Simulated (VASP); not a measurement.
Output of a VASP run:

OSZICAR:
```
       N       E                     dE             d eps       ncg     rms          rms(c)
DAV:   1     0.379201198383E+02    0.37920E+02   -0.56263E+03  3752   0.107E+03
DAV:   2    -0.506554043384E+02   -0.88576E+02   -0.86872E+02  4742   0.330E+02
DAV:   3    -0.526060252540E+02   -0.19506E+01   -0.19208E+01  4424   0.478E+01
DAV:   4    -0.526202462882E+02   -0.14221E-01   -0.14206E-01  4316   0.413E+00
DAV:   5    -0.526203883324E+02   -0.14204E-03   -0.14203E-03  4280   0.359E-01    0.143E+01
DAV:   6    -0.487827313225E+02    0.38377E+01   -0.13235E+00  3970   0.166E+01    0.568E+00
DAV:   7    -0.493478011631E+02   -0.56507E+00   -0.21240E-01  3796   0.600E+00    0.193E+00
DAV:   8    -0.492488736092E+02    0.98928E-01   -0.19127E-01  3784   0.548E+00    0.533E-01
DAV:   9    -0.492410949953E+02    0.77786E-02   -0.21255E-02  4300   0.186E+00    0.722E-01
DAV:  10    -0.492701710725E+02   -0.29076E-01   -0.14094E-02  3924   0.148E+00    0.193E-01
DAV:  11    -0.492703147917E+02   -0.14372E-03   -0.79024E-04  3966   0.314E-01    0.631E-02
DAV:  12    -0.492701712658E+02    0.14353E-03   -0.28945E-04  3782   0.215E-01    0.409E-02
DAV:  13    -0.492703241758E+02   -0.15291E-03   -0.99609E-05  3804   0.122E-01    0.177E-02
DAV:  14    -0.492703288099E+02   -0.46340E-05   -0.13492E-05  4320   0.481E-02    0.171E-03
DAV:  15    -0.492703306779E+02   -0.18680E-05   -0.35813E-07  2342   0.812E-03    0.129E-03
DAV:  16    -0.492703304101E+02    0.26779E-06   -0.13706E-07  1920   0.520E-03
   1 F= -.49270330E+02 E0= -.49269727E+02  d E =-.120735E-02  mag=     0.0000    -0.0000     0.0000
       N       E                     dE             ncg
```

**OUTCAR**
```
------------------------ aborting loop because EDIFF is reached ----------------------------------------
  FORCE on cell =-STRESS in cart. coord.  units (eV):
  Direction    XX          YY          ZZ          XY          YZ          ZX
  --------------------------------------------------------------------------------------
  Total        0.0085219      0.0085219      0.0085219     -0.0000000     -0.0000000     -0.0000000
  in kB        0.7563210      0.7563210      0.7563210     -0.0000000     -0.0000000     -0.0000000
  external PRESSURE =       0.7563210 kB  Pullay stress =       0.0000000 kB
  volume of cell :       18.05
      direct lattice vectors                 reciprocal lattice vectors
    -1.652569256  1.652569256  1.652569256     0.000000000  0.302559181  0.302559181
     1.652569256 -1.652569256  1.652569256     0.302559181  0.000000000  0.302559181
     1.652569256  1.652569256 -1.652569256     0.302559181  0.302559181  0.000000000
 POSITION                                       TOTAL-FORCE (eV/Angst)
 -----------------------------------------------------------------------------------
      0.00000      0.00000      0.00000         0.000000     -0.000000     -0.000000
 -----------------------------------------------------------------------------------
    total drift:                                0.000000     -0.000000      0.000000
  FREE ENERGIE OF THE ION-ELECTRON SYSTEM (eV)
  ---------------------------------------------------
  free  energy   TOTEN  =       -49.2703304101 eV

  energy  without entropy=      -49.2691230560  energy(sigma->0) =      -49.26972673

 Ion:    1  E_soc:     -1.3518848
```
(Selected blocks of OUTCAR.)

POSCAR:
```
Ta
1
   -1.6525692555     1.6525692555     1.6525692555
    1.6525692555    -1.6525692555     1.6525692555
    1.6525692555     1.6525692555    -1.6525692555
Ta
1
Direct
  0.0000000000   0.0000000000   0.0000000000
```

Q: Write an INCAR and KPOINTS that could have produced this output.

A: Several could match; the one computed here: the input of the run itself, r2SCAN meta-GGA with spin-orbit coupling, plane waves, VASP's PBE PAW potentials (set 64).

**INCAR**
```
PREC = Accurate
LASPH = .True.
ISMEAR = 0
EDIFF = 1E-6   # SCF stop (eV)
METAGGA = R2SCAN
SIGMA = 0.05
GGA_COMPAT = .False.
LCHARG = .False.
LREAL = .False.
LMAXMIX = 6   # l cut-off of mixed one-centre charges
LSORBIT = .True.
NELM = 100   # most electronic steps
LMIXTAU = .True.
ALGO = Normal   # blocked Davidson
MAGMOM = 3*0
LWAVE = .False.
SYSTEM = Ta
ENCUT = 400
```

**KPOINTS**
```
kpoints
0
G
 14 14 14
0 0 0
```

**KPOINTS_OPT**
```
k-points along high-symmetry lines
8
Line-mode
Reciprocal
  0.000000   0.000000   0.000000 ! GAMMA
  0.500000  -0.500000   0.500000 ! H

  0.500000  -0.500000   0.500000 ! H
  0.000000  -0.000000   0.500000 ! N

  0.000000  -0.000000   0.500000 ! N
  0.000000   0.000000   0.000000 ! GAMMA

  0.000000   0.000000   0.000000 ! GAMMA
  0.250000   0.250000   0.250000 ! P

  0.250000   0.250000   0.250000 ! P
  0.500000  -0.500000   0.500000 ! H

  0.250000   0.250000   0.250000 ! P
  0.000000  -0.000000   0.500000 ! N
```

POTCAR, in this order: Ta_pv (PBE.64 set). Program: vasp_ncl.

The compound is Ta in the bcc structure. It was relaxed first.
